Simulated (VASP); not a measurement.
# Band gap of GaP: cutoff, mesh and cell, part 2 of 2

Aim: test what besides the functional moves the gap of GaP. The starting structure is a measured crystal structure from the Crystallography Open Database. Cell and atoms stay as given unless a step says otherwise.

VASP 6.6.1.

Results so far: reference 1.445 eV; cell and atoms relaxed by LDA 1.388 eV; no band path 1.493 eV.

## 5. Bands with a cutoff of 450 eV (continued)

Level of this step: LDA; plane waves and PAW (Ga_d, P) (VASP).

OUTCAR, selected parts (step 5):

```text
  Total       -0.6941241     -0.6941241     -0.6941241      0.0000000      0.0000000     -0.0000000
  in kB      -27.4725292    -27.4725292    -27.4725292      0.0000000      0.0000000     -0.0000000
  external PRESSURE =     -27.4725292 kB  Pullay stress =       0.0000000 kB

 POSITION                                       TOTAL-FORCE (eV/Angst)
 -----------------------------------------------------------------------------------
      0.00000      0.00000      0.00000         0.000000     -0.000000      0.000000
      4.08788      4.08788      4.08788        -0.000000      0.000000     -0.000000
 -----------------------------------------------------------------------------------
    total drift:                               -0.000001     -0.000001     -0.000001

  FREE ENERGIE OF THE ION-ELECTRON SYSTEM (eV)
  ---------------------------------------------------
  free  energy   TOTEN  =       -10.4398326645 eV

  energy  without entropy=      -10.4398326645  energy(sigma->0) =      -10.43983266

[... 1 part as in an earlier step ...]

[... 2 further parts left out ...]
[key lines of the parts left out:]
E-fermi :   4.6468
```

With a cutoff of 450 eV the gap is 1.445 eV, +0.000 eV from the reference.

## 6. Bands with a 10×10×10 mesh

Against step 2 the input has a 10×10×10 mesh.

The input, INCAR:

```
SYSTEM = GaP
PREC = Accurate
ENCUT = 350
EDIFF = 1E-06
NELM = 100
ISMEAR = 0
SIGMA = 0.03
LREAL = .FALSE.
ALGO = Normal
GGA = CA
NBANDS = 21
LORBIT = 11
LWAVE = .FALSE.
LCHARG = .FALSE.
KPAR = 4
```

The input, POSCAR:

```
GaP
1.0
    0.0000000000      2.7252500000      2.7252500000
    2.7252500000      0.0000000000      2.7252500000
    2.7252500000      2.7252500000      0.0000000000
Ga P
1 1
Direct
    0.0000000000      0.0000000000      0.0000000000
    0.7500000000      0.7500000000      0.7500000000
```

The input, KPOINTS:

```
Automatic mesh
0
Gamma
10 10 10
0 0 0
```

The input, KPOINTS_OPT:

```
Line mode
10
Line-mode
Reciprocal
  0.00000000   0.00000000   0.00000000 GAMMA
  0.50000000   0.00000000   0.50000000 X

  0.50000000   0.00000000   0.50000000 X
  0.50000000   0.25000000   0.75000000 W

  0.50000000   0.25000000   0.75000000 W
  0.37500000   0.37500000   0.75000000 K

  0.37500000   0.37500000   0.75000000 K
  0.00000000   0.00000000   0.00000000 GAMMA

  0.00000000   0.00000000   0.00000000 GAMMA
  0.50000000   0.50000000   0.50000000 L

  0.50000000   0.50000000   0.50000000 L
  0.62500000   0.25000000   0.62500000 U

  0.62500000   0.25000000   0.62500000 U
  0.50000000   0.25000000   0.75000000 W

  0.50000000   0.25000000   0.75000000 W
  0.50000000   0.50000000   0.50000000 L

  0.50000000   0.50000000   0.50000000 L
  0.37500000   0.37500000   0.75000000 K

  0.62500000   0.25000000   0.62500000 U
  0.50000000   0.00000000   0.50000000 X
```

The projector-augmented-wave data sets are Ga_d and P (LDA family, release 64).

Run with:

```console
$ mpirun -np 4 vasp_std
```

What it wrote:

```text
[... set-up lines as in an earlier step ...]
 entering main loop
       N       E                     dE             d eps       ncg     rms          rms(c)
DAV:   1     0.840920538230E+02    0.84092E+02   -0.68100E+03  2231   0.993E+02
DAV:   2    -0.253874122598E+01   -0.86631E+02   -0.80443E+02  2096   0.254E+02
DAV:   3    -0.106231956045E+02   -0.80845E+01   -0.80192E+01  2336   0.570E+01
DAV:   4    -0.107584287959E+02   -0.13523E+00   -0.13515E+00  2349   0.771E+00
[...]
DAV:  10    -0.104424781796E+02    0.13196E-05   -0.44207E-05  2926   0.661E-02    0.292E-02
DAV:  11    -0.104424841595E+02   -0.59799E-05   -0.92284E-06  2297   0.329E-02    0.952E-03
DAV:  12    -0.104424839466E+02    0.21287E-06   -0.32327E-07  1549   0.430E-03
   1 F= -.10442484E+02 E0= -.10442484E+02  d E =-.525884E-13
 Start KPOINTS_OPT (optional k-point list driver)
k-point batch [1-47\100]
       N       E                     dE             ncg
DAV:   1    -0.419269835479E+03   -0.18641E+05     2233
DAV:   2    -0.452747462807E+04   -0.41082E+04     2107
DAV:   3    -0.491282289861E+04   -0.38535E+03     2350
DAV:   4    -0.491927397927E+04   -0.64511E+01     2316
DAV:   5    -0.491935210849E+04   -0.78129E-01     2390
DAV:   6    -0.491935468395E+04   -0.25755E-02     2736
DAV:   7    -0.491935472467E+04   -0.40724E-04     2322
DAV:   8    -0.491935472597E+04   -0.12928E-05     1900
DAV:   9    -0.491935472607E+04   -0.10809E-06     1562
[...]
k-point batch [95-100\100]
       N       E                     dE             ncg
DAV:   1     0.218952387578E+05   -0.35519E+04      294
DAV:   2     0.214034405897E+05   -0.49180E+03      278
DAV:   3     0.213611265599E+05   -0.42314E+02      331
DAV:   4     0.213604659810E+05   -0.66058E+00      302
DAV:   5     0.213604577844E+05   -0.81966E-02      316
DAV:   6     0.213604574930E+05   -0.29141E-03      358
DAV:   7     0.213604574895E+05   -0.35267E-05      308
DAV:   8     0.213604574893E+05   -0.13028E-06      228
```

The job ended after 4.2 s (4 MPI ranks of Intel Xeon 6975P-C (Granite Rapids), shared host; peak memory 0.57 GiB).

OUTCAR, selected parts (step 6):

```text
  Total       -0.7115534     -0.7115534     -0.7115534      0.0000000      0.0000000      0.0000000
  in kB      -28.1623579    -28.1623579    -28.1623579      0.0000000      0.0000000      0.0000000
  external PRESSURE =     -28.1623579 kB  Pullay stress =       0.0000000 kB

 POSITION                                       TOTAL-FORCE (eV/Angst)
 -----------------------------------------------------------------------------------
      0.00000      0.00000      0.00000         0.000000      0.000000      0.000000
      4.08788      4.08788      4.08788        -0.000000     -0.000000     -0.000000
 -----------------------------------------------------------------------------------
    total drift:                               -0.000000     -0.000000     -0.000001

  FREE ENERGIE OF THE ION-ELECTRON SYSTEM (eV)
  ---------------------------------------------------
  free  energy   TOTEN  =       -10.4424839466 eV

  energy  without entropy=      -10.4424839466  energy(sigma->0) =      -10.44248395

[... 1 part as in an earlier step ...]

[... 2 further parts left out ...]
[key lines of the parts left out:]
E-fermi :   4.6400
```

With a 10×10×10 mesh the gap is 1.447 eV, +0.001 eV from the reference.

## 7. The runs compared

| run | gap (eV) | change (eV) | core minutes |
| --- | --- | --- | --- |
| reference | 1.445 | - | 0.253 |
| cell and atoms relaxed by LDA | 1.388 | -0.057 | 0.24 |
| no band path | 1.493 | 0.048 | 0.107 |
| a cutoff of 450 eV | 1.445 | 0.0 | 0.493 |
| a 10×10×10 mesh | 1.447 | 0.001 | 0.28 |

Core minutes are wall time times ranks of the run shown, on a shared host.

## 8. Outcome

| Item | Value |
| --- | --- |
| reference gap | 1.445 eV |
| gap with cell and atoms relaxed by LDA | 1.388 eV |
| gap with no band path | 1.493 eV |
| gap with a cutoff of 450 eV | 1.445 eV |
| gap with a 10×10×10 mesh | 1.447 eV |

In words: Among the runs that read a gap along the path, the one with cell and atoms relaxed by LDA moves it most, by -0.057 eV. On finer settings it changes by +0.000 eV with a cutoff of 450 eV and +0.001 eV with a 10×10×10 mesh. Read on the mesh alone, without a band path, the gap comes out +0.048 eV from the reference: such a gap is an upper bound, and here at least one band edge lies off the mesh points. The functional's own error isn't tested here. Further runs on this material are not shown.

[Lines on the potential files, build, host, timing and source positions are cut from VASP's logs without a mark.]

[Logs are printed without paths, hosts, clocks, repeated set-up lines and the standing remarks that a program may print on its own settings, such as how far it seeks lower states.]

[Hosts, paths, dates, database ids (printed as entryN), source tags and the programs' standing remarks are cut or masked in the printed files.]
